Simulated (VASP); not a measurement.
OSZICAR of a VASP run on Ge (space group Fd-3m):

### OSZICAR
```
       N       E                     dE             d eps       ncg     rms          rms(c)
DAV:   1     0.139511820267E+03    0.13951E+03   -0.12158E+04   378   0.315E+03
DAV:   2     0.772988471633E+01   -0.13178E+03   -0.13028E+03   364   0.418E+02
DAV:   3    -0.857235057799E+01   -0.16302E+02   -0.16187E+02   404   0.128E+02
DAV:   4    -0.900547853033E+01   -0.43313E+00   -0.43243E+00   402   0.235E+01
DAV:   5    -0.901110829644E+01   -0.56298E-02   -0.56293E-02   396   0.268E+00    0.314E+00
DAV:   6    -0.895643822778E+01    0.54670E-01   -0.21202E-02   400   0.155E+00    0.188E+00
DAV:   7    -0.892591635199E+01    0.30522E-01   -0.58795E-02   386   0.225E+00    0.160E-01
DAV:   8    -0.892789094639E+01   -0.19746E-02   -0.68667E-03   398   0.117E+00    0.603E-02
DAV:   9    -0.892793946034E+01   -0.48514E-04   -0.31251E-04   448   0.319E-01    0.198E-02
DAV:  10    -0.892796944739E+01   -0.29987E-04   -0.75679E-05   402   0.994E-02    0.610E-03
DAV:  11    -0.892797148391E+01   -0.20365E-05   -0.55079E-06   430   0.427E-02    0.137E-03
DAV:  12    -0.892797175154E+01   -0.26763E-06   -0.30994E-07   258   0.688E-03
   1 F= -.89279718E+01 E0= -.89266560E+01  d E =-.263159E-02
```

Which electronic solver shows in the log?

It is blocked Davidson (ALGO = Normal, or the opening steps of other solvers). The INCAR had ALGO = Normal.

Can the final energy be trusted as converged?

The run converged. It stopped with EDIFF = 1E-6, NELM = 100 (PBE GGA, plane waves, VASP's PBE PAW potentials (set 64)).

The structure comes from a computed database's Ge entry; how it stands against other phases isn't given here. The cell was not relaxed at this level. The k-mesh is coarse (spacing up to 0.38 per Å, 2π included), so the numbers may not be converged in it. The run is one of a series of settings (KPOINTS 5×5×5 Γ-centred mesh against the base run), some of them coarse on purpose.
